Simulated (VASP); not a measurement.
Crystal: Ba2Tl5V3O12.

```xyz
22
Lattice="6.7512 0.0000 0.0000 -3.3756 5.8467 0.0000 0.0000 0.0000 11.0424" Properties=species:S:1:pos:R:3 pbc="T T T"
Ba    0.0000    0.0000    2.1489
Ba    0.0000    0.0000    8.8935
V     3.3756    0.0000    0.0000
V    -1.6878    2.9233    0.0000
V     1.6878    2.9233    0.0000
Tl    3.3756    0.0000    5.5212
Tl   -1.6878    2.9233    5.5212
Tl    1.6878    2.9233    5.5212
Tl    0.0000    3.8978    1.3642
Tl    3.3756    1.9489    9.6781
O     1.2295    1.9529    8.5509
O     4.4452    0.0883    8.5509
O     4.4521    3.8055    8.5509
O     1.0765    2.0412    2.4914
O    -2.1461    3.8938    2.4914
O     1.0696    5.7584    2.4914
O     2.1461    3.8938    2.4914
O    -1.0696    5.7584    2.4914
O    -1.0765    2.0412    2.4914
O     2.2991    3.8055    8.5509
O     5.5217    1.9529    8.5509
O     2.3060    0.0883    8.5509
```

The cell was built by a generator and needn't be a form met in nature.

```yaml
Program: VASP 6.6.1
Task: relaxation of cell and atoms
Functional: PBE
Potentials_or_basis: VASP PAW PBE potentials, release 64 (Ba_sv, V_sv, Tl_d, O)
Cutoff: 520 eV
k_mesh: 3 × 3 × 2
Occupations: gaussian, width 0.15 eV
Spin: collinear spin, ferromagnetic start
Starting_moments: "[0.0, 0.0, 2.0, 2.0, 2.0, 0.0, 0.0, 0.0, 0.0, 0.0, 0.0, 0.0, 0.0, 0.0, 0.0, 0.0, 0.0, 0.0, 0.0, 0.0, 0.0, 0.0] μB"
```

At the start: pressure 6.5 GPa; volume 19.81 Å³/atom.

Problem. Where does the relaxation end?

Solution. Over 24 steps the energy falls by 1858.9 meV/atom and the volume is 17.53 Å³/atom (-11.5 %); space group P-3m1 (No. 164, to 0.05 Å); moment 0.00 μB per cell.

The path:
| step | energy change (eV) | largest force (eV/Å) | pressure (GPa) | volume (Å³) |
| --- | --- | --- | --- | --- |
| 1 | 0.0000 | 7.4407 | 6.47 | 435.86 |
| 2 | -11.8803 | 1.5362 | -5.84 | 484.41 |
| 3 | -15.0809 | 1.8532 | -9.19 | 513.09 |
| 4 | -18.3866 | 2.8657 | -12.99 | 562.87 |
| 5 | -26.2688 | 3.7959 | -5.08 | 511.02 |
| 6 | -26.4555 | 3.9840 | -2.20 | 504.71 |
| 7 | -32.0674 | 3.4773 | -2.88 | 481.12 |
| 8 | -35.9126 | 3.4275 | 0.30 | 450.09 |
| 9 | -36.0583 | 3.6969 | 1.72 | 442.09 |
| 10 | -38.5301 | 1.5182 | -8.38 | 437.63 |
| 11 | -38.6786 | 1.5156 | -6.65 | 438.63 |
| 12 | -39.9557 | 1.5827 | -1.11 | 400.72 |
| 13 | -39.9999 | 1.6219 | 0.30 | 393.60 |
| 14 | -40.3138 | 1.1558 | 0.28 | 391.73 |
| 15 | -40.7361 | 0.3644 | 0.22 | 388.01 |
| 16 | -40.5826 | 1.0147 | 1.50 | 380.53 |
| 17 | -40.8463 | 0.3227 | 0.61 | 385.38 |
| 18 | -40.8472 | 0.3872 | 0.68 | 384.74 |
| 19 | -40.8485 | 0.3557 | 0.66 | 385.05 |
| 20 | -40.8725 | 0.1586 | -1.12 | 389.99 |
| 21 | -40.8773 | 0.2128 | -0.57 | 388.59 |
| 22 | -40.8860 | 0.1618 | 0.16 | 386.26 |
| 23 | -40.8885 | 0.1159 | -0.08 | 386.98 |
| 24 | -40.8954 | 0.0429 | -0.01 | 385.66 |

Final structure:
```yaml
crystal:
  lattice:
    - [8.02606, 0.00000, 0.00000]
    - [-4.01303, 6.95077, 0.00000]
    - [0.00000, 0.00000, 6.91302]
  atoms:
    - { symbol: Ba, position: [0.00000, 0.00000, 0.23864] }
    - { symbol: Ba, position: [0.00000, 0.00000, 0.76136] }
    - { symbol: V, position: [0.50000, 0.00000, 0.00000] }
    - { symbol: V, position: [0.00000, 0.50000, 0.00000] }
    - { symbol: V, position: [0.50000, 0.50000, 0.00000] }
    - { symbol: Tl, position: [0.50000, 0.00000, 0.50000] }
    - { symbol: Tl, position: [0.00000, 0.50000, 0.50000] }
    - { symbol: Tl, position: [0.50000, 0.50000, 0.50000] }
    - { symbol: Tl, position: [0.33333, 0.66667, 0.22586] }
    - { symbol: Tl, position: [0.66667, 0.33333, 0.77414] }
    - { symbol: O, position: [0.33693, 0.34241, 0.81368] }
    - { symbol: O, position: [0.65759, 0.99451, 0.81368] }
    - { symbol: O, position: [0.00549, 0.66307, 0.81368] }
    - { symbol: O, position: [0.34241, 0.33693, 0.18632] }
    - { symbol: O, position: [0.99451, 0.65759, 0.18632] }
    - { symbol: O, position: [0.66307, 0.00549, 0.18632] }
    - { symbol: O, position: [0.66307, 0.65759, 0.18632] }
    - { symbol: O, position: [0.34241, 0.00549, 0.18632] }
    - { symbol: O, position: [0.99451, 0.33693, 0.18632] }
    - { symbol: O, position: [0.65759, 0.66307, 0.81368] }
    - { symbol: O, position: [0.00549, 0.34241, 0.81368] }
    - { symbol: O, position: [0.33693, 0.99451, 0.81368] }
```
